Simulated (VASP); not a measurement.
Level of theory: PBE GGA, VASP's PBE PAW potentials (set 64) (plane waves; VASP).

VASP input:

### INCAR
```
ALGO = Normal
EDIFF = 1E-6
EDIFFG = -0.01
ENCUT = 350
GGA = PE
IBRION = 2
ISIF = 3
ISMEAR = 0
LASPH = .TRUE.
LCHARG = .FALSE.
LMAXMIX = 4
LREAL = .FALSE.
LWAVE = .FALSE.
NELM = 100
NSW = 60
PREC = Accurate
SIGMA = 0.05
SYSTEM = NaI
```

### KPOINTS
```
Automatic mesh
0
Gamma
7 7 7
0 0 0
```

File POSCAR:
```
NaI
1
    0.0000000000     3.2350000000     3.2350000000
    3.2350000000     0.0000000000     3.2350000000
    3.2350000000     3.2350000000     0.0000000000
Na I
1 1
Direct
  0.0000000000   0.0000000000   0.0000000000
  0.5000000000   0.5000000000   0.5000000000
```

POTCAR, in this order: Na_pv I (PBE.64 set). Program: vasp_std.

Output of the run:

### OSZICAR
```
       N       E                     dE             d eps       ncg     rms          rms(c)
DAV:   1     0.680992734864E+02    0.68099E+02   -0.56320E+03   448   0.830E+02
DAV:   2     0.255893342172E+00   -0.67843E+02   -0.63050E+02   484   0.208E+02
DAV:   3    -0.530176630937E+01   -0.55577E+01   -0.55298E+01   545   0.632E+01
DAV:   4    -0.544826991418E+01   -0.14650E+00   -0.14644E+00   506   0.109E+01
DAV:   5    -0.545258176036E+01   -0.43118E-02   -0.43117E-02   545   0.190E+00    0.165E+00
DAV:   6    -0.539156260110E+01    0.61019E-01   -0.85769E-02   503   0.192E+00    0.113E+00
DAV:   7    -0.538281112202E+01    0.87515E-02   -0.72752E-02   512   0.164E+00    0.592E-01
DAV:   8    -0.538484373490E+01   -0.20326E-02   -0.50964E-03   467   0.683E-01    0.152E-01
DAV:   9    -0.538481758543E+01    0.26149E-04   -0.13725E-04   506   0.127E-01    0.415E-02
DAV:  10    -0.538483468592E+01   -0.17100E-04   -0.37666E-05   503   0.744E-02    0.623E-03
DAV:  11    -0.538483556024E+01   -0.87432E-06   -0.39254E-06   473   0.220E-02
   1 F= -.53848356E+01 E0= -.53848356E+01  d E =-.538484E+01
       N       E                     dE             d eps       ncg     rms          rms(c)
DAV:   1    -0.539721494071E+01   -0.12380E-01   -0.25012E-01   503   0.748E+00    0.628E-01
DAV:   2    -0.538877461583E+01    0.84403E-02   -0.11050E-02   494   0.128E+00    0.302E-01
DAV:   3    -0.538643171525E+01    0.23429E-02   -0.60194E-03   503   0.840E-01    0.135E-01
DAV:   4    -0.538639962644E+01    0.32089E-04   -0.79545E-05   479   0.906E-02    0.134E-01
DAV:   5    -0.538631829215E+01    0.81334E-04   -0.12614E-05   473   0.426E-02    0.369E-02
DAV:   6    -0.538630085822E+01    0.17434E-04   -0.20487E-05   500   0.597E-02    0.481E-02
DAV:   7    -0.538630590405E+01   -0.50458E-05   -0.80322E-07   398   0.665E-03    0.111E-01
DAV:   8    -0.538629789323E+01    0.80108E-05   -0.18777E-06   452   0.104E-02    0.107E-02
DAV:   9    -0.538629804817E+01   -0.15493E-06   -0.46144E-08   238   0.173E-03
   2 F= -.53862980E+01 E0= -.53862980E+01  d E =-.146249E-02
       N       E                     dE             d eps       ncg     rms          rms(c)
DAV:   1    -0.539551231896E+01   -0.92144E-02   -0.19978E-01   497   0.666E+00    0.562E-01
DAV:   2    -0.538875116925E+01    0.67611E-02   -0.88893E-03   494   0.114E+00    0.270E-01
DAV:   3    -0.538688306057E+01    0.18681E-02   -0.48136E-03   497   0.748E-01    0.121E-01
DAV:   4    -0.538685623289E+01    0.26828E-04   -0.63632E-05   482   0.811E-02    0.119E-01
DAV:   5    -0.538678896637E+01    0.67267E-04   -0.10610E-05   449   0.395E-02    0.313E-02
DAV:   6    -0.538677560111E+01    0.13365E-04   -0.15114E-05   503   0.507E-02    0.406E-02
DAV:   7    -0.538677910649E+01   -0.35054E-05   -0.44961E-07   229   0.522E-03    0.863E-02
DAV:   8    -0.538677290994E+01    0.61965E-05   -0.12278E-06   441   0.869E-03    0.143E-02
DAV:   9    -0.538677324390E+01   -0.33396E-06   -0.45270E-08   232   0.159E-03
   3 F= -.53867732E+01 E0= -.53867732E+01  d E =-.193768E-02
```

File OUTCAR:
```
------------------------ aborting loop because EDIFF is reached ----------------------------------------
  FORCE on cell =-STRESS in cart. coord.  units (eV):
  Direction    XX          YY          ZZ          XY          YZ          ZX
  --------------------------------------------------------------------------------------
  Total        0.0087791      0.0087791      0.0087791      0.0000000     -0.0000000      0.0000000
  in kB        0.2030202      0.2030202      0.2030202      0.0000000     -0.0000000      0.0000000
  external PRESSURE =       0.2030202 kB  Pullay stress =       0.0000000 kB
  volume of cell :       69.28
      direct lattice vectors                 reciprocal lattice vectors
     0.000000000  3.259845196  3.259845196    -0.153381517  0.153381517  0.153381517
     3.259845196  0.000000000  3.259845196     0.153381517 -0.153381517  0.153381517
     3.259845196  3.259845196  0.000000000     0.153381517  0.153381517 -0.153381517
  FREE ENERGIE OF THE ION-ELECTRON SYSTEM (eV)
  ---------------------------------------------------
  free  energy   TOTEN  =        -5.3867732439 eV

  energy  without entropy=       -5.3867732439  energy(sigma->0) =       -5.38677324

 reached required accuracy - stopping structural energy minimisation
```
(Selected blocks of OUTCAR.)

CONTCAR:
```
NaI
   1.00000000000000
     0.0000000000000000    3.2598451957118608    3.2598451957118608
     3.2598451957118608    0.0000000000000000    3.2598451957118608
     3.2598451957118608    3.2598451957118608    0.0000000000000000
  Na              I
     1     1
Direct
     0.0000000000000000    0.0000000000000000    0.0000000000000000
     0.5000000000000000    0.5000000000000000    0.5000000000000000
```

Energy and stress use the plane-wave basis of the starting cell.

The compound is NaI in the rock salt structure. This run relaxes it. Symmetry was kept, so distortions that lower it aren't found.
